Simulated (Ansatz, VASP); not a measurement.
**Si2WN4 in two plane-wave programs**

One calculation is typed for both programs; each brings its own data sets. How far apart do they land? The structure shown is the start of the Ansatz relaxation below; VASP solves that cell, so the two are compared at the walk's first step.

Calculated with Ansatz 0.2.0; plane waves, with VASP 6.6.1 beside it; single point at PBE.

### Step 1. Set-up

The cell holds 7 atoms: 1 W, 4 N and 2 Si. Its edges and angles: a = 2.978 Å, b = 2.978 Å, c = 41.200 Å, α = 90.0°, β = 90.0°, γ = 120.0°. It derives from N4Si2W1. Vacuum lies along c.

Structure file:

```xyz
7
Lattice="2.9776 0.0000 0.0000 -1.4888 2.5787 0.0000 0.0000 0.0000 41.2000" Properties=species:S:1:pos:R:3
W     0.0000    0.0000   20.6000
N     0.0000    1.7191   22.0566
N     0.0000    1.7191   19.1434
N     1.4888    0.8596   24.0902
N     1.4888    0.8596   17.1098
Si    0.0000    1.7191   23.7740
Si    0.0000    1.7191   17.4260
```

### Step 2. Ansatz: relaxation, PBE

Ansatz runs on its PAW soft_1 files.

The two programs are compared at the cell with which this relaxation starts, whose forces are those of its first step.

File input.yaml:

```yaml
crystal:
  lattice:
    - [2.9776314, 0.0, 0.0]
    - [-1.4888157, 2.5787044355, 0.0]
    - [0.0, 0.0, 41.2]
  atoms:
    - { symbol: W, position: [0.0, 0.0, 0.5] }
    - { symbol: "N", position: [0.3333333333, 0.6666666667, 0.5353536311] }
    - { symbol: "N", position: [0.3333333333, 0.6666666667, 0.4646463689] }
    - { symbol: Si, position: [0.3333333333, 0.6666666667, 0.5770380971] }
    - { symbol: Si, position: [0.3333333333, 0.6666666667, 0.4229619029] }
    - { symbol: "N", position: [0.6666666667, 0.3333333333, 0.5847135283] }
    - { symbol: "N", position: [0.6666666667, 0.3333333333, 0.4152864717] }
  periodic: [true, true, false]
kpoints:
  mp_grid: { grid: [9, 9, 1] }
hamiltonian:
  xc: pbe
  pseudopotentials: { kind: paw, azcp: { folder: soft_1 } }
scf:
  occupations: { method: fermi_dirac, width: 0.02 }
relax:
  f_tol: 0.01
  max_steps: 100
  cell: {}
```

Started as:

```sh
> ansatz run input.yaml --threads 3 --pin off --max-ram 92160MiB --backend cuda --events-out ev --progress --plain --runs-dir out --devices 1 --max-vram 13GiB
```

Numbers of over 12 decimals in the logs are rounded to 6 here.

Output:

```text
GPUs: using 1 of 1 available (devices: 1).
Engine: ansatz 0.2.0, x86_64-unknown-linux-gnu
Pseudopotentials: kind: paw
Pseudopotential: W, paw, valence charge 14, recommended cutoff 420 eV (normal), soft_1/W.paw.azcp
Pseudopotential: N, paw, valence charge 5, recommended cutoff 420 eV (normal), soft_1/N.paw.azcp
Pseudopotential: Si, paw, valence charge 4, recommended cutoff 420 eV (normal), soft_1/Si.paw.azcp
Functional definition: PBE
  parameter kappa = 0.804
  parameter beta = 0.066725
  exchange = pbe_x(kappa = kappa, mu = beta*pi^2/3)
  correlation = pbe_c(beta = beta)
device memory: the entry about to start is reckoned to put 1.9 GiB on a device that reports 66.6 GiB free (of which the cap on the GPU budget leaves the run 13.0 GiB)
GPU FFT provider: cuFFT
GPU libraries: cuBLAS 13.8.2, cuFFT 12.4.0, cuSOLVER 12.3.4
Crystal: 7 atoms, lattice volume = 316.351 Å³
Basis set: ecut = 420 eV, 6017 PW (Γ), exchange–correlation on 40×40×576 points (8 copies of the dense FFT grid, shifted against one another)
Bands: 28, of which v1, the nominal top of the filled ones, is band 21 counted from 1 (20 counted from 0)
Symmetry: 12 space group operations
Space group: P-6m2 (ITA 187), of the structure as read, at distance tolerance 6.8e-5 Å
k-points: 12 of 81 (time reversal used)
Non-local potential: W, projectors of the file, l = 0: 3, l = 1: 2, l = 2: 2, l = 3: 1
Non-local potential: N, projectors of the file, l = 0: 2, l = 1: 2, l = 2: 1
Non-local potential: Si, projectors of the file, l = 0: 2, l = 1: 2, l = 2: 1
PAW form: soft (Blöchl's): semilocal exchange-correlation on the pseudo side does not see the compensation charge
PAW one-centre angular grid: W, 590 points (default); XC on 64 Gauss nodes
PAW one-centre angular grid: N, 110 points (default); XC on 64 Gauss nodes
PAW one-centre angular grid: Si, 110 points (default); XC on 64 Gauss nodes
Initial density: superposition of atomic densities (neutral atoms: chi_scale 0, normalization atom)
Initial wavefunctions: pseudopotential atomic-orbital guess
GPU buffer pool allocated for 115200 grid points (all kernels)
GPU transforms: local potential and band sums: pruned to the plane-wave sphere, on 20×20×288
Functional: x = pbe(κ = 0.804, μ = 0.219515), c = pbe(β = 0.066725)
SCF iter   1: F=—  HF=-13206.782544 eV  |F-HF|=—  |Δ(HF+E_count)|=         —  Δρ=9.09e-2  dr2=3.27e1  ethr=3.10e-3  ⟨swp⟩=18.2  Hψ=3260  notcnv=0
preconditioner: auto → Resta (q_TF=auto, 1.949 Å⁻¹)  ε∞=1.9  [insulator: Δε(μ)=1.426 eV  Ē_g=12.910 eV  σ=0.020 eV  W_gap=1.00  n_scr=24 (ndim 8)  ℏωp=12.2 eV  f_vac=0.731  D(μ)=0.00/eV (n_scr^D=0)  ε∞_Penn≈1.9  vacuum switching on, ρ_ref=1.2e-2 e/Å³]
SCF iter   2: F=—  HF=-13201.995848 eV  |F-HF|=—  |Δ(HF+E_count)|=    4.79e0  Δρ=6.88e-2  dr2=2.94e1  ethr=3.10e-3  ⟨swp⟩=5.4  Hψ=1304  notcnv=0  defer=36
SCF iter   3: F=—  HF=-13198.939126 eV  |F-HF|=—  |Δ(HF+E_count)|=    3.06e0  Δρ=2.47e-2  dr2=3.37e0  ethr=3.10e-3  ⟨swp⟩=5.2  Hψ=1031  notcnv=0  defer=12
SCF iter   4: F=—  HF=-13198.448512 eV  |F-HF|=—  |Δ(HF+E_count)|=   4.91e-1  Δρ=1.20e-2  dr2=4.25e-1  ethr=3.10e-3  ⟨swp⟩=3.2  Hψ=732  notcnv=0  defer=12
SCF iter   5: F=—  HF=-13198.435186 eV  |F-HF|=—  |Δ(HF+E_count)|=   1.33e-2  Δρ=4.48e-3  dr2=1.31e-1  ethr=1.01e-3  ⟨swp⟩=3.4  Hψ=855  notcnv=0  defer=12
SCF iter   6: F=—  HF=-13198.417867 eV  |F-HF|=—  |Δ(HF+E_count)|=   1.73e-2  Δρ=2.39e-3  dr2=3.79e-2  ethr=3.12e-4  ⟨swp⟩=3.0  Hψ=560  notcnv=0  defer=12
SCF iter   7: F=—  HF=-13198.413163 eV  |F-HF|=—  |Δ(HF+E_count)|=   4.70e-3  Δρ=2.69e-4  dr2=5.59e-4  ethr=9.01e-5  ⟨swp⟩=3.8  Hψ=705  notcnv=0  defer=12
SCF iter   8: F=—  HF=-13198.413057 eV  |F-HF|=—  |Δ(HF+E_count)|=   1.06e-4  Δρ=1.14e-4  dr2=2.76e-5  ethr=1.33e-6  ⟨swp⟩=3.2  Hψ=802  notcnv=0  defer=12
SCF iter   9: F=—  HF=-13198.413374 eV  |F-HF|=—  |Δ(HF+E_count)|=   3.17e-4  Δρ=4.65e-5  dr2=1.10e-5  ethr=6.56e-8  ⟨swp⟩=3.1  Hψ=720  notcnv=0  defer=12
SCF iter  10: F=—  HF=-13198.413372 eV  |F-HF|=—  |Δ(HF+E_count)|=   1.94e-6  Δρ=2.72e-5  dr2=2.38e-6  ethr=2.61e-8  ⟨swp⟩=3.1  Hψ=644  notcnv=0  defer=12
SCF iter  11: F=—  HF=-13198.413371 eV  |F-HF|=—  |Δ(HF+E_count)|=   3.02e-7  Δρ=7.18e-6  dr2=1.98e-7  ethr=5.67e-9  ⟨swp⟩=3.3  Hψ=684  notcnv=0  defer=12
SCF iter  12: F=-13198.413371 eV  HF=-13198.413371 eV  |F-HF|=6.57e-9  |Δ(HF+E_count)|=   8.27e-9  Δρ=2.10e-6  dr2=1.84e-8  ethr=2.38e-10  ⟨swp⟩=7.1  Hψ=1578  notcnv=0
SCF 1 converged in 12 iterations: F = -13198.413371 eV  dr2 = 1.84e-8
  greatest PAW one-centre occupation: 0.999 electrons in one spin orbital (limit 2), on the W atom at site 0 (counted from 0), in its partial waves of l = 0
relax step   1: F+E_penalty+E_count = -13198.41337132 eV  Δ(F+E_penalty+E_count) = +0.000e0 eV  max|allowed force component| = 5.094e0 eV/Å  Δτ_max = 0.0000 Å  P = -13.609 N/m  Ω = 316.351 Å³  fix = [c, alpha, beta]  reactions: c -0.000 N/m  (12 SCF iters, dr2 threshold 1.00e-7 eV, accepted)
[...]
relax step   7: F+E_penalty+E_count = -13200.05079592 eV  Δ(F+E_penalty+E_count) = -7.336e-5 eV  max|allowed force component| = 2.606e-3 eV/Å  Δτ_max = 0.0004 Å  P = +0.024 N/m  Ω = 302.966 Å³  energy of the carried Pulay correction = +5.820e-5 eV  fix = [c, alpha, beta]  reactions: c +0.000 N/m  (5 SCF iters, dr2 threshold 1.45e-8 eV, accepted)
[...]
relax step   8: F+E_penalty+E_count = -13200.05076388 eV  Δ(F+E_penalty+E_count) = +3.205e-5 eV  max|allowed force component| = 2.640e-3 eV/Å  Δτ_max = 0.0000 Å  P = +0.023 N/m  Ω = 302.966 Å³  fix = [c, alpha, beta]  reactions: c +0.000 N/m  stress off target by 2.30e-2 N/m on what of the cell is left free  SCF on the basis re-selected at this cell (its energy is not comparable with the rows above)  (7 SCF iters)
basis re-selected at this cell: Δ(F+E_penalty+E_count) = +3.205e-5 eV, ΔP = -0.001 N/m vs the last step (what re-selecting the basis moved, of the pressure what is left beyond the Pulay correction that the steps carried, after the strain that the cell walked since its last selection, with what the two solves' SCF thresholds leave and, on support functions, any second-order correction that the steps lacked; it is no m [...]
SCF converged after 7 iterations
Free energy (F): -13200.050764 eV
Harris-Foulkes:  -13200.050764 eV  (|F-HF|=1.82e-12)
Internal energy: -13200.050764 eV  (E = F + TS)
E sigma→0 (E₀):  -13200.050764 eV
Fermi energy:    -4.095943 eV
--- Per-component energies (eV) ---
  E_band       = -858.684349
  E_kinetic    = 1034.300215
  E_local      = -168142.951038  (includes V_loc(G=0)·N_el)
  E_nonlocal   = 155.700568
  E_hartree    = 83487.366009
  E_xc         = -622.253930
  E_vxc        = -633.498610  (∫ρ·V_xc dr)
  E_paw        = -10113.680657  (= ΣΔE_a)
  E_vpaw       = -246.971458  (= ΣTr[D̂ρ^β])
  E_aug_tail   = 0.003772  (compensation charges beyond the density's cutoff)
  E_ewald      = 81001.464297
  E_smearing   = -0.000000  (= −TS)
  E_closure    = -0.000000  (closes the sum)
  Σ components = -13200.050764   (vs F -13200.050764, Δ=0.00e0)
--- Forces (eV/Å), atoms counted from 1 ---
  atom   1  W      0.00000000     0.00000000     0.00000000
  atom   2  N     -0.00000000    -0.00000000    -0.00095439
  atom   3  N     -0.00000000    -0.00000000     0.00095439
  atom   4  Si     0.00000000    -0.00000000    -0.00129813
  atom   5  Si     0.00000000    -0.00000000     0.00129813
  atom   6  N      0.00000000     0.00000000     0.00264048
  atom   7  N      0.00000000     0.00000000    -0.00264048
  max |Σ_I F_I| component: 9.25e-16 eV/Å
--- 2D stress c σ (N/m, compression-positive) ---
        0.023002      -0.000000       0.000000
        0.000000       0.023002       0.000000
        0.000000       0.000000       0.000000
  P = ½ c Tr σ = 0.0230 N/m
--- Band table (eV; the first three rows and the last of 12) ---
  k-point 0: bands = [... 17 lower, -7.8827, -7.8827, -7.7439, -5.1134, -2.2234, -2.2234, -1.5604 (-1.5604°), -1.5468 (-1.5468°), ... 3 higher]
  k-point 1: bands = [... 17 lower, -8.1521, -8.1181, -7.5678, -5.3797, -2.4402, -2.2166, -1.7346, -1.2030 (-1.2030°), ... 3 higher]
  k-point 2: bands = [... 17 lower, -8.6336, -8.5109, -7.6584, -6.1476, -2.2533, -2.1162, -1.5334, -0.4653 (-0.4653°), ... 3 higher]
  k-point 11: bands = [... 17 lower, -8.5115, -7.9059, -7.6158, -5.4170, -3.0646, -0.4998, -0.0416, 0.2027, ... 3 higher]
  ° read free of the cell's end (the report's vacuum.weakly_bound_levels)
--- Relaxed structure (6 steps of the walk, 6 accepted, 2 SCFs on fresh bases) ---
  F+E_penalty+E_count = -13200.05076388 eV   max|allowed force component| = 2.640e-3 eV/Å   (the final SCF, on the basis selected at the relaxed cell)
  cell:  # Å, volume = 302.9664 Å³
    - [2.913958, 0, 0.0]
    - [-1.456979, 2.523562, 0.0]
    - [0.0, 0.0, 41.2]
  atoms:
    - { symbol: W, position: [-4.7580986768957147e-17, -5.2867763078234667e-17, 0.500000] }
    - { symbol: N, position: [0.333333, 0.666667, 0.530443] }
    - { symbol: N, position: [0.333333, 0.666667, 0.469557] }
    - { symbol: Si, position: [0.333333, 0.666667, 0.572861] }
    - { symbol: Si, position: [0.333333, 0.666667, 0.427139] }
    - { symbol: N, position: [0.666667, 0.333333, 0.585098] }
    - { symbol: N, position: [0.666667, 0.333333, 0.414902] }
```

The column dr2 measures how far the density is from self-consistency, as an energy; F and HF (Harris–Foulkes) agree once it is small.

### Step 3. VASP: single point, PBE, start cell

The same cell, functional, mesh and smearing now go to VASP, with its own data sets.

Lines of VASP's logs that name or quote its potential files are left out, and so is its time.

File INCAR:

```
SYSTEM = Si2WN4
PREC = Accurate
ENCUT = 520
EDIFF = 1E-06
NELM = 120
ISMEAR = -1
SIGMA = 0.02
LREAL = .FALSE.
ALGO = Normal
GGA = PE
NBANDS = 24
LASPH = .TRUE.
LORBIT = 11
LWAVE = .FALSE.
LCHARG = .FALSE.
ISIF = 2
LDIPOL = .TRUE.
IDIPOL = 3
DIPOL = 0.5 0.5 0.5
LVHAR = .TRUE.
GGA_COMPAT = .FALSE.
EFERMI = MIDGAP
NELMDL = -8
KPAR = 2
```

File POSCAR:

```
Si2WN4
1.0
    2.9776310000      0.0000000000      0.0000000000
   -1.4888160000      2.5787040000      0.0000000000
    0.0000000000      0.0000000000     41.2000000000
W N Si
1 4 2
Direct
    0.0000000000      0.0000000000      0.5000000000
    0.3333334453      0.6666666667      0.5353536408
    0.3333334453      0.6666666667      0.4646463592
    0.6666668906      0.3333333333      0.5847135194
    0.6666668906      0.3333333333      0.4152864806
    0.3333334453      0.6666666667      0.5770381068
    0.3333334453      0.6666666667      0.4229618932
```

File KPOINTS:

```
Automatic mesh
0
Gamma
9 9 1
0 0 0
```

Potentials, in the order of the species: W, N and Si (PBE family, release 64).

Started as:

```sh
> mpirun -np 2 vasp_std
```

Output:

```text
[banner, memory and clock lines left out]
running    2 mpi-ranks, on    1 nodes
 distrk:  each k-point on    1 cores,    2 groups
 distr:  one band on    1 cores,    1 groups

 POSCAR found type information on POSCAR W N Si
 POSCAR found :  3 types and       7 ions
 LDA part: xc-table for (Slater+PW92), standard interpolation
 POSCAR, INCAR and KPOINTS ok, starting setup
 FFT: planning ... GRIDC
 FFT: planning ... GRID_SOFT
 FFT: planning ... GRID
 WAVECAR not read
 entering main loop
       N       E                     dE             d eps       ncg     rms          rms(c)
DAV:   1     0.301089844427E+03    0.30109E+03   -0.12673E+04   608   0.107E+03
DAV:   2    -0.212951774757E+02   -0.32239E+03   -0.30657E+03   880   0.252E+02
DAV:   3    -0.713576183955E+02   -0.50062E+02   -0.49600E+02   776   0.113E+02
DAV:   4    -0.730690562164E+02   -0.17114E+01   -0.16995E+01   792   0.257E+01
DAV:   5    -0.731151369383E+02   -0.46081E-01   -0.46026E-01   768   0.363E+00
DAV:   6    -0.731172796658E+02   -0.21427E-02   -0.21422E-02   832   0.794E-01
DAV:   7    -0.731173348024E+02   -0.55137E-04   -0.55135E-04   808   0.119E-01
DAV:   8    -0.731173360300E+02   -0.12276E-05   -0.12275E-05   728   0.173E-02    0.310E+01
DAV:   9    -0.633442994592E+02    0.97730E+01   -0.45339E+01   760   0.391E+01    0.108E+01
DAV:  10    -0.627268008484E+02    0.61750E+00   -0.94179E+00   824   0.215E+01    0.110E+01
DAV:  11    -0.622217746048E+02    0.50503E+00   -0.86340E-01   776   0.745E+00    0.317E+00
DAV:  12    -0.621892381925E+02    0.32536E-01   -0.30427E-01   824   0.352E+00    0.895E-01
DAV:  13    -0.621853862691E+02    0.38519E-02   -0.28426E-02   776   0.131E+00    0.644E-01
DAV:  14    -0.621831616771E+02    0.22246E-02   -0.56837E-03   784   0.495E-01    0.264E-01
[...]
DAV:  22    -0.621823558283E+02   -0.89040E-04   -0.70680E-06   744   0.150E-02    0.349E-03
DAV:  23    -0.621823862356E+02   -0.30407E-04   -0.13597E-06   608   0.737E-03    0.266E-03
DAV:  24    -0.621824201600E+02   -0.33924E-04   -0.16215E-06   568   0.406E-03    0.153E-03
DAV:  25    -0.621824314358E+02   -0.11276E-04   -0.43956E-07   552   0.421E-03    0.113E-03
DAV:  26    -0.621824450167E+02   -0.13581E-04   -0.67557E-07   528   0.294E-03    0.482E-04
DAV:  27    -0.621824489742E+02   -0.39575E-05   -0.11188E-07   536   0.156E-03    0.662E-04
DAV:  28    -0.621824519218E+02   -0.29476E-05   -0.12411E-07   504   0.188E-03    0.492E-04
DAV:  29    -0.621824525900E+02   -0.66818E-06   -0.37180E-08   552   0.103E-03
   1 F= -.62182453E+02 E0= -.62182453E+02  d E =-.426444E-19
```

(Continued in part 2 of 2.)

[Lines on the potential files, build, host, timing and source positions are cut from VASP's logs without a mark.]

[Logs are printed without paths, hosts, clocks, repeated set-up lines and the standing remarks that a program may print on its own settings, such as how far it seeks lower states.]

[Hosts, paths, dates, database ids (printed as entryN), source tags and the programs' standing remarks are cut or masked in the printed files.]
